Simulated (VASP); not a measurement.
Calculation: optB86b-vdW, VASP's PBE PAW potentials (set 64) (plane waves; VASP).

Input for VASP

INCAR:
```
AGGAC=0.0
ALGO=Normal
EDIFF=1E-7
ENCUT=520
GGA=MK
ISIF=2
ISMEAR=1
LASPH=.TRUE.
LCHARG=.FALSE.
LMAXMIX=6
LREAL=.FALSE.
LUSE_VDW=.TRUE.
LWAVE=.FALSE.
NELM=100
PARAM1=0.1234
PARAM2=1.0
PREC=Accurate
SIGMA=0.1
SYSTEM=HfC
```

### POSCAR
```
HfC
1
    0.0000000000     2.3157294115     2.3157294115
    2.3157294115     0.0000000000     2.3157294115
    2.3157294115     2.3157294115     0.0000000000
Hf C
1 1
Direct
  0.0000000000   0.0000000000   0.0000000000
  0.5000000000   0.5000000000   0.5000000000
```

File KPOINTS:
```
kpoints
0
Gamma
 14 14 14
0 0 0
```

POTCAR, in this order: Hf_pv C (PBE.64 set). Program: vasp_std.

Output of the run:

### OSZICAR
```
       N       E                     dE             d eps       ncg     rms          rms(c)
DAV:   1     0.285322168095E+02    0.28532E+02   -0.78307E+03  2288   0.122E+03
DAV:   2    -0.192354464217E+02   -0.47768E+02   -0.45135E+02  2988   0.218E+02
DAV:   3    -0.210298273907E+02   -0.17944E+01   -0.17641E+01  2980   0.326E+01
DAV:   4    -0.210464698449E+02   -0.16642E-01   -0.16592E-01  2741   0.323E+00
DAV:   5    -0.210466953217E+02   -0.22548E-03   -0.22541E-03  3002   0.310E-01    0.583E+01
DAV:   6    -0.179583065675E+02    0.30884E+01   -0.20535E+01  2545   0.233E+01    0.414E+01
DAV:   7    -0.178905262668E+02    0.67780E-01   -0.65452E-01  2618   0.619E+00    0.250E+01
DAV:   8    -0.178842943221E+02    0.62319E-02   -0.54718E-02  2558   0.239E+00    0.598E+00
DAV:   9    -0.178784433085E+02    0.58510E-02   -0.28306E-02  2597   0.100E+00    0.189E+00
DAV:  10    -0.178782607808E+02    0.18253E-03   -0.81651E-04  2697   0.250E-01    0.463E-01
DAV:  11    -0.178782521589E+02    0.86219E-05   -0.21930E-04  2640   0.107E-01    0.658E-02
DAV:  12    -0.178782500689E+02    0.20900E-05   -0.78533E-06  2642   0.255E-02    0.727E-02
DAV:  13    -0.178782494688E+02    0.60007E-06   -0.70995E-07  2790   0.822E-03    0.318E-03
DAV:  14    -0.178782494607E+02    0.81229E-08   -0.10497E-08  1333   0.110E-03
   1 F= -.17878249E+02 E0= -.17878245E+02  d E =-.126915E-04
```

**OUTCAR**
```
------------------------ aborting loop because EDIFF is reached ----------------------------------------
  FORCE on cell =-STRESS in cart. coord.  units (eV):
  Direction    XX          YY          ZZ          XY          YZ          ZX
  --------------------------------------------------------------------------------------
  Total       -0.0120131     -0.0120131     -0.0120131      0.0000000     -0.0000000     -0.0000000
  in kB       -0.7749457     -0.7749457     -0.7749457      0.0000000     -0.0000000     -0.0000000
  external PRESSURE =      -0.7749457 kB  Pullay stress =       0.0000000 kB
  volume of cell :       24.84
      direct lattice vectors                 reciprocal lattice vectors
     0.000000000  2.315729412  2.315729412    -0.215914691  0.215914691  0.215914691
     2.315729412  0.000000000  2.315729412     0.215914691 -0.215914691  0.215914691
     2.315729412  2.315729412  0.000000000     0.215914691  0.215914691 -0.215914691
 POSITION                                       TOTAL-FORCE (eV/Angst)
 -----------------------------------------------------------------------------------
      0.00000      0.00000      0.00000         0.000000      0.000000      0.000000
      2.31573      2.31573      2.31573        -0.000000     -0.000000     -0.000000
 -----------------------------------------------------------------------------------
    total drift:                                0.000000     -0.000000     -0.000000
  FREE ENERGIE OF THE ION-ELECTRON SYSTEM (eV)
  ---------------------------------------------------
  free  energy   TOTEN  =       -17.8782494607 eV

  energy  without entropy=      -17.8782367692  energy(sigma->0) =      -17.87824523
```
(Selected blocks of OUTCAR.)

The compound is HfC in the rock salt structure. It was relaxed first.
